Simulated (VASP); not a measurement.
# Ga3BiO4 (I-42m) in VASP: elastic constants with PBE

Aim: the elastic constants of Ga3BiO4 with PBE.

Everything below comes from runs of VASP 6.6.1. Logs are shortened: lines on timing, memory, paths and dates and some standing lists are left out, and cuts for length are marked.

## 1. Starting point

It takes space group I-42m (No. 121, tetragonal). The conventional cell has a = 4.344 Å, b = 4.344 Å, c = 12.787 Å, α = 90.00°, β = 90.00°, γ = 90.00°. Around Ga (site symmetry -4) lie 4 O at 1.88 Å. Around Ga (site symmetry -42m) lie 4 O at 2.64 Å. Around Bi (site symmetry -42m) lie 4 O at 2.59 Å. O (site symmetry m) has 2 Ga at 1.88 Å as nearest neighbours.

The cell was built by a generator and needn't be a form met in nature.

## 2. Elastic constants, PBE

Input file POSCAR:

```
Ga3BiO4
1.0
   -2.1721300000      2.1721300000      6.3933100000
    2.1721300000     -2.1721300000      6.3933100000
    2.1721300000      2.1721300000     -6.3933100000
Ga Bi O
3 1 4
Direct
    0.2500000000      0.7500000000      0.5000000000
    0.7500000000      0.2500000000      0.5000000000
    0.0000000000      0.0000000000      0.0000000000
    0.5000000000      0.5000000000      0.0000000000
    0.0906710000      0.0906710000      0.5125020000
    0.4218310000      0.9093290000      0.0000000000
    0.5781690000      0.5781690000      0.4874980000
    0.9093290000      0.4218310000      0.0000000000
```

Input file INCAR.step1:

```
SYSTEM = Ga3BiO4
ALGO = Normal
EDIFF = 1E-8
EDIFFG = -0.002
ENCUT = 520
GGA = PE
IBRION = 2
ISIF = 3
ISMEAR = 0
KPAR = 8
LASPH = .True.
LCHARG = .False.
LREAL = .False.
LWAVE = .False.
NELM = 80
NSW = 40
PREC = Accurate
SIGMA = 0.1
```

Input file INCAR.step2:

```
SYSTEM = Ga3BiO4
ALGO = Normal
EDIFF = 1E-8
ENCUT = 520
GGA = PE
IBRION = 6
ISIF = 3
ISMEAR = 0
KPAR = 8
LASPH = .True.
LCHARG = .False.
LREAL = .False.
LWAVE = .False.
NELM = 80
NFREE = 2
NSW = 1
POTIM = 0.015
PREC = Accurate
SIGMA = 0.1
```

Input file KPOINTS:

```
k-points
0
Gamma
  7 7 7
  0 0 0
```

Potentials or basis: VASP PAW PBE potentials, release 64 (Ga_d, Bi_d, O).

Command:

```sh
$ cat potpaw_PBE.64/Ga_d/POTCAR potpaw_PBE.64/Bi_d/POTCAR potpaw_PBE.64/O/POTCAR > POTCAR
$ cp INCAR.step1 INCAR
$ mpirun -np 8 vasp_std > vasp.out
$ cp CONTCAR POSCAR
$ cp INCAR.step2 INCAR
$ mpirun -np 8 vasp_std > vasp.out
```

OUTCAR:

```text
SYSTEM = Ga3BiO4
   EDIFF = 1E-8
   ENCUT = 520
   GGA = PE
   IBRION = 6
   ISIF = 3
   ISMEAR = 0
   LASPH = .True.
   LREAL = .False.
   NELM = 80
   NFREE = 2
   NSW = 1
   POTIM = 0.015
   PREC = Accurate

 ion  position               nearest neighbor table
   1  0.250  0.750  0.500-   5 1.88   6 1.88   7 1.88   8 1.88
   2  0.750  0.250  0.500-   5 1.88   7 1.88   8 1.88   6 1.88
   3  0.000  0.000  0.000-   4 3.07   4 3.07   4 3.07   4 3.07
   4  0.500  0.500  0.000-   5 2.59   6 2.59   7 2.59   8 2.59   3 3.07   3 3.07   3 3.07   3 3.07

   5  0.091  0.091  0.514-   1 1.88   2 1.88   4 2.59
   6  0.423  0.909  0.000-   2 1.88   1 1.88   4 2.59
   7  0.577  0.577  0.486-   1 1.88   2 1.88   4 2.59
   8  0.909  0.423  0.000-   1 1.88   2 1.88   4 2.59

  LATTYP: Found a body centered tetragonal cell.
 ALAT       =     4.3451164376
 C/A-ratio  =     2.9453685440

  Lattice vectors:

 A1 = (  -2.1725582188,   2.1725582188,   6.3989846377)
 A2 = (   2.1725582188,  -2.1725582188,   6.3989846377)
 A3 = (   2.1725582188,   2.1725582188,  -6.3989846377)

Analysis of symmetry for initial positions (statically):
=====================================================================
 Subroutine PRICEL returns:
 Original cell was already a primitive cell.

 Routine SETGRP: Setting up the symmetry group for a
 body centered tetragonal supercell.

 Subroutine GETGRP returns: Found  8 space group operations
 (whereof  8 operations were pure point group operations)
 out of a pool of 16 trial point group operations.

The static configuration has the point symmetry D_2d.

Analysis of symmetry for dynamics (positions and initial velocities):
=====================================================================
 Subroutine PRICEL returns:
 Original cell was already a primitive cell.

 Routine SETGRP: Setting up the symmetry group for a
 body centered tetragonal supercell.

 Subroutine GETGRP returns: Found  8 space group operations
 (whereof  8 operations were pure point group operations)
 out of a pool of 16 trial point group operations.

The dynamic configuration has the point symmetry D_2d.

 Subroutine INISYM returns: Found  8 space group operations
 (whereof  8 operations are pure point group operations),
 and found     1 'primitive' translations

----------------------------------------------------------------------------------------

                                     Primitive cell

  volume of cell :     120.8131

  direct lattice vectors                    reciprocal lattice vectors
    -2.172558219  2.172558219  6.398984638     0.000000000  0.230143430  0.078137397
     2.172558219 -2.172558219  6.398984638     0.230143430  0.000000000  0.078137397
     2.172558219  2.172558219 -6.398984638     0.230143430  0.230143430  0.000000000

  length of vectors
     7.098381704  7.098381704  7.098381704     0.243046191  0.243046191  0.325471960

  position of ions in fractional coordinates (direct lattice)
     0.250000000  0.750000000  0.500000000
     0.750000000  0.250000000  0.500000000
     0.000000000  0.000000000  0.000000000
     0.500000000  0.500000000  0.000000000
     0.091280582  0.091280582  0.513881769
[... 140 lines left out ...]

  FORCE on cell =-STRESS in cart. coord.  units (eV):
  Direction    XX          YY          ZZ          XY          YZ          ZX
  --------------------------------------------------------------------------------------
  -------------------------------------------------------------------------------------
  Total        0.0024068      0.0024068     -0.0053885      0.0000000      0.0000000      0.0000000
  in kB        0.0319179      0.0319179     -0.0714604      0.0000000      0.0000000      0.0000000
  external PRESSURE =      -0.0025415 kB  Pullay stress =       0.0000000 kB
[... 107 lines left out ...]
  FREE ENERGIE OF THE ION-ELECTRON SYSTEM (eV)
  ---------------------------------------------------
  free  energy   TOTEN  =       -42.3702767024 eV

  energy  without entropy=      -42.3599650417  energy(sigma->0) =      -42.36512087

[... ionic steps 4 to 26 ...]

--------------------------------------- Ionic step       27  -------------------------------------------

 number of electron      78.0000016 magnetization

------------------------ aborting loop because EDIFF is reached ----------------------------------------
[... 79 lines left out ...]
--------------------------------------- Ionic step       29  -------------------------------------------

 number of electron      78.0000017 magnetization

 Free energy of the ion-electron system (eV)
  ---------------------------------------------------
  ext. energy  EPLUGINS =         0.00000000
  ---------------------------------------------------
  free energy    TOTEN  =       -42.37960462 eV

  energy without entropy =      -42.36901894  energy(sigma->0) =      -42.37431178

 E-fermi :   5.0556     XC(G=0): -10.5494

 val. band max:        5.0494472932   @ k =  -0.1429  -0.1429   0.1429
 cond. band min:       5.0609509503   @ k =   0.2857  -0.1429   0.2857
 fundamental gap:      0.0115036571
 Fermi energy:         5.0556064082

 k-point     1 :       0.0000    0.0000    0.0000
  band No.  band energies     occupation
      1     -18.0547      2.00000
      2     -18.0228      2.00000
      3     -18.0216      2.00000
      4     -17.9392      2.00000
      5     -17.9335      2.00000
      6     -14.4046      2.00000
[... 1165 lines left out ...]
     45      10.9253      0.00000
     46      12.1171      0.00000

 [... further k-points ...]
[... 5 lines left out ...]
  --------------------------------------------------------------------------------------
  -------------------------------------------------------------------------------------
  Total        0.1227101      0.1227101      0.0810496     -0.0795607     -0.0024612     -0.0024611
  in kB        1.6273351      1.6273351      1.0748493     -1.0551036     -0.0326390     -0.0326387
  external PRESSURE =       1.4431732 kB  Pullay stress =       0.0000000 kB
[... 23 lines left out ...]
  FREE ENERGIE OF THE ION-ELECTRON SYSTEM (eV)
  ---------------------------------------------------
  free  energy   TOTEN  =       -42.3796046155 eV

  energy  without entropy=      -42.3690189441  energy(sigma->0) =      -42.37431178

 INTERNAL STRAIN TENSORS FROM STRAINED CELLS
 ============================================

 INTERNAL STRAIN TENSOR FOR ION    1 for displacements in x,y,z  (eV/Angst):
          X           Y           Z          XY          YZ          ZX
  --------------------------------------------------------------------------------
  x    -0.00000    -0.00000     0.00000     0.00000   -13.79030     2.21097
  y    -0.00000     0.00000     0.00000     0.00000    -2.21266   -13.79130
  z     1.32612    -1.32613    -0.00000   -12.25191    -0.00005     0.00002

 INTERNAL STRAIN TENSORS FROM DISPLACED ATOMS
 ============================================

 INTERNAL STRAIN TENSOR FOR ION    1 for displacements in x,y,z  (eV/Angst):
          X           Y           Z          XY          YZ          ZX
  --------------------------------------------------------------------------------
  x     0.00000     0.00000     0.00000     0.00000   -13.79439     2.19637
  y     0.00000     0.00000     0.00000     0.00000    -2.19636   -13.79441
  z     1.32399    -1.32399     0.00000   -12.24858     0.00000     0.00000

 INTERNAL STRAIN TENSOR FOR ION    8 for displacements in x,y,z  (eV/Angst):
          X           Y           Z          XY          YZ          ZX
  --------------------------------------------------------------------------------
  x     0.28137     0.43565     0.25340    -0.57852     5.79078    10.35815
  y    -0.43565    -0.28137    -0.25340     0.57852    10.35813     5.79079
  z     7.67500     7.67500     5.58617     5.11285    -0.18182     0.18182

 Eigenvectors and eigenvalues of the dynamical matrix
 ----------------------------------------------------

   1 f  =   18.984308 THz   119.281926 2PiTHz  633.248356 cm-1    78.512754 meV
             X         Y         Z           dx          dy          dz
      2.172558  0.000000  3.199492    -0.000000    0.000000    0.000000
      0.000000  2.172558  3.199492    -0.000000   -0.000000   -0.000000
      0.000000  0.000000  0.000000    -0.000000    0.000000   -0.000000
      0.000000  0.000000  6.398985     0.000000    0.000000    0.000000
      1.116438  1.116438 -2.120115     0.353553   -0.353553    0.000000
      1.056120 -1.056120  8.519100     0.353553    0.353553   -0.000000
      1.056120  1.056120  4.278869    -0.353553    0.353553   -0.000000
     -1.056120  1.056120  8.519100    -0.353553   -0.353553   -0.000000
[... 243 lines left out ...]
  24 f/i=    2.255890 THz    14.174175 2PiTHz   75.248391 cm-1     9.329607 meV
             X         Y         Z           dx          dy          dz
      2.172558  0.000000  3.199492    -0.000000   -0.000000   -0.084567
      0.000000  2.172558  3.199492    -0.000000   -0.000000   -0.084567
      0.000000  0.000000  0.000000     0.000000   -0.000000    0.913338
      0.000000  0.000000  6.398985    -0.000000    0.000000   -0.321454
      1.116438  1.116438 -2.120115     0.030552    0.030552   -0.100885
      1.056120 -1.056120  8.519100     0.030552   -0.030552   -0.100885
      1.056120  1.056120  4.278869    -0.030552   -0.030552   -0.100885
     -1.056120  1.056120  8.519100    -0.030552    0.030552   -0.100885

--------------------------------------------------------------------------------------------------------

 ELASTIC MODULI CONTR FROM IONIC RELAXATION (kBar)
 Direction    XX          YY          ZZ          XY          YZ          ZX
 --------------------------------------------------------------------------------
 XX        -212.8123   -198.4848   -149.5326      0.0000      0.0000     -0.0000
 YY        -198.4848   -212.8123   -149.5326      0.0000      0.0000     -0.0000
 ZZ        -149.5326   -149.5326   -108.7307      0.0000      0.0000     -0.0000
 XY           0.0000      0.0000      0.0000   -216.6761     -0.0000     -0.0000
 YZ           0.0000      0.0000      0.0000     -0.0000  -1247.1261      0.0000
 ZX          -0.0000     -0.0000     -0.0000     -0.0000      0.0000  -1247.1297
 --------------------------------------------------------------------------------

 TOTAL ELASTIC MODULI (kBar)
 Direction    XX          YY          ZZ          XY          YZ          ZX
 --------------------------------------------------------------------------------
 XX        1014.1694    962.5054    621.3202      0.0000      0.0000     -0.0000
 YY         962.5054   1014.1694    621.3202      0.0000      0.0000     -0.0000
 ZZ         621.3202    621.3202   2012.4989      0.0000      0.0000     -0.0000
 XY           0.0000      0.0000      0.0000    785.2192     -0.0000     -0.0000
 YZ           0.0000      0.0000      0.0000     -0.0000   -605.6412      0.0000
 ZX          -0.0000     -0.0000     -0.0000     -0.0000      0.0000   -605.6446
 --------------------------------------------------------------------------------
```

Run time: 76 min. Hardware: 8 MPI ranks of Intel Xeon Platinum 8488C (Sapphire Rapids), shared host; peak memory 1.4 GiB.

What came out:

* Relaxed volume: 15.10 Å³/atom
* Relaxed cell: a = 7.098 Å, b = 7.098 Å, c = 7.098 Å, α = 144.36°, β = 144.36°, γ = 51.30°
* Space group after relaxing (to 0.05 Å): I-42m (No. 121)
* Voigt bulk modulus: 94 GPa
* Highest phonon frequency at Γ, LO-TO splitting left out: 633 cm⁻¹
* Most unstable mode: 75i cm⁻¹

The path:
```
step  energy change (eV)  largest force (eV/Å)  pressure (GPa)  volume (Å³)
   1              0.0000                0.0153            0.10       120.66
   2             -0.0001                0.0165           -0.05       120.82
   3             -0.0001                0.0165           -0.05       120.83
   4             -0.0001                0.0096           -0.02       120.82
   5             -0.0002                0.0101            0.00       120.81
   6             -0.0002                0.0051            0.00       120.81
   7             -0.0002                0.0009            0.00       120.81
```

Final structure:
```
Ga Bi O
1.0
    -2.17256    2.17256    6.39898
     2.17256   -2.17256    6.39898
     2.17256    2.17256   -6.39898
Ga Bi O
3 1 4
Direct
  0.25000 0.75000 0.50000
  0.75000 0.25000 0.50000
  0.00000 0.00000 0.00000
  0.50000 0.50000 0.00000
  0.09128 0.09128 0.51388
  0.42260 0.90872 0.00000
  0.57740 0.57740 0.48612
  0.90872 0.42260 0.00000
```

Phonon frequencies in cm⁻¹ (negative: imaginary):
```tsv
q point	frequencies
(0.000, 0.000, 0.000)	-75 0 0 0 40 40 81 112 112 140 190 190 255 255 260 336 446 457 457 528 555 555 589 633
```

Elastic tensor in Voigt notation (GPa, in the Cartesian axes of the cell as first typed):
```
101  96  62   0   0   0
 96 101  62   0   0   0
 62  62 201   0   0   0
  0   0   0 -61   0   0
  0   0   0   0 -61   0
  0   0   0   0   0  79
```

Clamped-ion elastic tensor (GPa):
```
123 116  77   0   0   0
116 123  77   0   0   0
 77  77 212   0   0   0
  0   0   0  64   0   0
  0   0   0   0  64   0
  0   0   0   0   0 100
```

Caveat: some modes are imaginary; the elastic tensor has a negative eigenvalue, so either the cell is unstable as it stands or the mesh is too thin; spin-orbit coupling is left out, which moves the levels of the heavy elements.
